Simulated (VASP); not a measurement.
Input of a VASP 6.6.1 run:

The input INCAR:

```
PREC = Accurate ; ENCUT = 520
EDIFF = 1E-7 ; ISMEAR = -1
SIGMA = 0.05 ; LREAL = F
LASPH = T ; NELM = 80
ALGO = Normal ; ISIF = 2
LWAVE = F ; LCHARG = F
GGA = PS ; NBANDS = 20
```

The input KPOINTS:

```
regular mesh
0
Gamma
  8 8 8
```

The input POSCAR:

```
GaGe
1.0
    0.0000000000      2.8978440000      2.8978440000
    2.8978440000      0.0000000000      2.8978440000
    2.8978440000      2.8978440000      0.0000000000
Ge Ga
1 1
Direct
    0.0000000000      0.0000000000      0.0000000000
    0.2500000000      0.2500000000      0.2500000000
```

Potentials or basis: VASP PAW PBE potentials, release 64 (Ge_d, Ga_d).

Run with:

```console
$ cat potpaw_PBE.64/Ge_d/POTCAR potpaw_PBE.64/Ga_d/POTCAR > POTCAR
$ mpirun -np 1 vasp_std > vasp.out
```

Question: Predict the band gap on the k mesh.

Answer: None (metal or under the smearing width).

Question: Predict the pressure.

Answer: -2.4 GPa.

Caveat: the PAW data sets were made with another functional, which shifts forces and pressure a little.
